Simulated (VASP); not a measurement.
Crystal: MoI.

```
Mo I
1.0
     0.00000    3.17885    3.17885
     3.17885    0.00000    3.17885
     3.17885    3.17885    0.00000
Mo I
1 1
Direct
  0.00000 0.00000 0.00000
  0.75000 0.75000 0.75000
```

The cell was built by a generator and needn't be a form met in nature.

Base run:

| Quantity | Value |
| --- | --- |
| Program | VASP 6.6.1 |
| Functional | PBEsol |
| Potentials or basis | VASP PAW PBE potentials, release 64 (Mo_sv, I) |
| Cutoff | 520 eV |
| k mesh | 7 × 7 × 7 |
| Occupations | fermi-dirac, width 0.05 eV |
| Spin | no spin polarisation |

Its results: pressure -10.2 GPa.

Task: The run is repeated on the same cell with these changes: functional from PBEsol to RPBE. What comes out?

Result: Pressure -5.9 GPa.

RPBE binds less tightly than PBEsol, so the same cell stands under more pressure.

Caveats: the PAW data sets were made with another functional, which shifts forces and pressure a little; an odd number of electrons without spin polarisation forces a metal; a magnetic or distorted state may lie lower.
